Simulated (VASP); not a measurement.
These are rev-vdW-DF2, VASP's PBE PAW potentials (set 64) (plane waves; VASP) values and carry that method's errors.

VASP ran on this input.

**KPOINTS**
```
k-points along high-symmetry lines
15
Line-mode
Reciprocal
  0.000000   0.000000   0.000000 ! GAMMA
  0.500000   0.000000   0.500000 ! X

  0.500000   0.000000   0.500000 ! X
  0.625000   0.250000   0.625000 ! U

  0.375000   0.375000   0.750000 ! K
  0.000000   0.000000   0.000000 ! GAMMA

  0.000000   0.000000   0.000000 ! GAMMA
  0.500000   0.500000   0.500000 ! L

  0.500000   0.500000   0.500000 ! L
  0.500000   0.250000   0.750000 ! W

  0.500000   0.250000   0.750000 ! W
  0.500000   0.000000   0.500000 ! X
```

INCAR:
```
AGGAC=0.0
ALGO=Normal
EDIFF=1E-7
ENCUT=520
GGA=MK
ICHARG=11
ISMEAR=0
LASPH=.True.
LCHARG=.False.
LORBIT=11
LREAL=.False.
LUSE_VDW=.True.
LWAVE=.False.
NELM=100
PARAM1=0.1234568
PARAM2=0.7114
PREC=Accurate
SIGMA=0.05
SYSTEM=MgS
ZAB_VDW=-1.8867
```

### POSCAR
```
MgS
1.0
  0.0000000000   2.5984433094   2.5984433094
  2.5984433094   0.0000000000   2.5984433094
  2.5984433094   2.5984433094   0.0000000000
Mg S
1 1
Cart
  2.5984433094   2.5984433094   5.1968866188
  2.5984433094   2.5984433094   2.5984433094
```

POTCAR, in this order: Mg S (PBE.64 set). Program: vasp_std. Read from the step before: CHGCAR.

The run wrote:

OSZICAR:
```
       N       E                     dE             d eps       ncg     rms          rms(c)
DAV:   1     0.240994813215E+02    0.24099E+02   -0.37568E+03  1520   0.812E+02
DAV:   2    -0.426218080628E+01   -0.28362E+02   -0.26465E+02  2016   0.100E+02
DAV:   3    -0.513590165756E+01   -0.87372E+00   -0.87372E+00  1896   0.237E+01
DAV:   4    -0.513914812459E+01   -0.32465E-02   -0.32465E-02  2400   0.155E+00
DAV:   5    -0.513915355506E+01   -0.54305E-05   -0.54305E-05  1976   0.412E-02
DAV:   6    -0.513915356811E+01   -0.13047E-07   -0.13048E-07  2320   0.185E-03
   1 F= -.51391536E+01 E0= -.51391536E+01  d E =-.200628E-15
```

### OUTCAR
```
 val. band max:        3.7038115325   @ k =   0.0000   0.0000   0.0000

 cond. band min:       6.4821674596   @ k =   0.5000   0.0000   0.5000



 k-point     1 :       0.0000    0.0000    0.0000
  band No.  band energies     occupation
      1      -8.9582      2.00000
      2       3.7038      2.00000
      3       3.7038      2.00000
      4       3.7038      2.00000
      5       7.4606      0.00000
      6      11.6687      0.00000
      7      11.6687      0.00000
      8      11.6687      0.00000

 k-point     2 :       0.0357    0.0000    0.0357
  band No.  band energies     occupation
      1      -8.9413      2.00000
      2       3.5956      2.00000
      3       3.6741      2.00000
      4       3.6741      2.00000
      5       7.5843      0.00000
      6      11.5663      0.00000
      7      11.7276      0.00000
      8      11.7276      0.00000

 k-point     3 :       0.0714    0.0000    0.0714
  band No.  band energies     occupation
      1      -8.8911      2.00000
      2       3.3092      2.00000
      3       3.5887      2.00000
      4       3.5887      2.00000
      5       7.9133      0.00000
      6      11.2949      0.00000
      7      11.8997      0.00000
      8      11.8997      0.00000

 k-point     4 :       0.1071    0.0000    0.1071
  band No.  band energies     occupation
      1      -8.8089      2.00000
      2       2.9171      2.00000
      3       3.4571      2.00000
      4       3.4571      2.00000
      5       8.3592      0.00000
      6      10.9254      0.00000
      7      12.1726      0.00000
      8      12.1728      0.00000

 k-point     5 :       0.1429    0.0000    0.1429
  band No.  band energies     occupation
      1      -8.6968      2.00000
      2       2.4771      2.00000
      3       3.2926      2.00000
      4       3.2926      2.00000
      5       8.8197      0.00000
      6      10.5171      0.00000
      7      11.9377      0.00000
      8      12.5291      0.00000
...
```

The density is held fixed in this step, so its total energy and stress have no physical meaning.

The compound is MgS in the rock salt structure. It was relaxed first.
